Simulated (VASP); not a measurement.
Crystal: CoSi.

```xyz
8
Lattice="4.4380 0.0000 0.0000 0.0000 4.4380 0.0000 0.0000 0.0000 4.4380" Properties=species:S:1:pos:R:3 pbc="T T T"
Co    0.6213    0.6213    0.6213
Co    1.5977    3.8167    2.8403
Co    2.8403    1.5977    3.8167
Co    3.8167    2.8403    1.5977
Si    3.7412    3.7412    3.7412
Si    2.9158    0.6968    1.5222
Si    1.5222    2.9158    0.6968
Si    0.6968    1.5222    2.9158
```

* Program: VASP 6.6.1
* Task: relaxation of cell and atoms
* Functional: PBE
* Potentials or basis: VASP PAW PBE potentials, release 64 (Co, Si)
* Cutoff: 600 eV
* k mesh: 8 × 8 × 8
* Occupations: methfessel-paxton, width 0.1 eV
* Spin: no spin polarisation

At the start: pressure -0.4 GPa; volume 10.93 Å³/atom.

Question: Where does the relaxation end?

Answer: Over 7 steps the energy falls by 2.8 meV/atom and the volume is 10.86 Å³/atom (-0.6 %); space group P2_13 (No. 198, to 0.05 Å).

The path:
| step | energy change (eV) | largest force (eV/Å) | pressure (GPa) | volume (Å³) |
| --- | --- | --- | --- | --- |
| 1 | 0.0000 | 0.2729 | -0.44 | 87.41 |
| 2 | -0.0125 | 0.1891 | 0.20 | 87.04 |
| 3 | -0.0191 | 0.0835 | 1.30 | 86.47 |
| 4 | -0.0192 | 0.0697 | -1.29 | 87.40 |
| 5 | -0.0220 | 0.0595 | -0.03 | 86.94 |
| 6 | -0.0225 | 0.0204 | 0.02 | 86.91 |
| 7 | -0.0225 | 0.0007 | 0.01 | 86.90 |

Final structure:
```cif
data_structure
_symmetry_space_group_name_H-M 'P 1'
_symmetry_Int_Tables_number 1
_cell_length_a 4.4294
_cell_length_b 4.4294
_cell_length_c 4.4294
_cell_angle_alpha 90.000
_cell_angle_beta 90.000
_cell_angle_gamma 90.000
_cell_volume 86.90
loop_
_atom_site_label
_atom_site_type_symbol
_atom_site_fract_x
_atom_site_fract_y
_atom_site_fract_z
_atom_site_occupancy
Co1 Co 0.14511 0.14511 0.14511 1
Co2 Co 0.35489 0.85489 0.64511 1
Co3 Co 0.64511 0.35489 0.85489 1
Co4 Co 0.85489 0.64511 0.35489 1
Si1 Si 0.84321 0.84321 0.84321 1
Si2 Si 0.65679 0.15679 0.34321 1
Si3 Si 0.34321 0.65679 0.15679 1
Si4 Si 0.15679 0.34321 0.65679 1
```
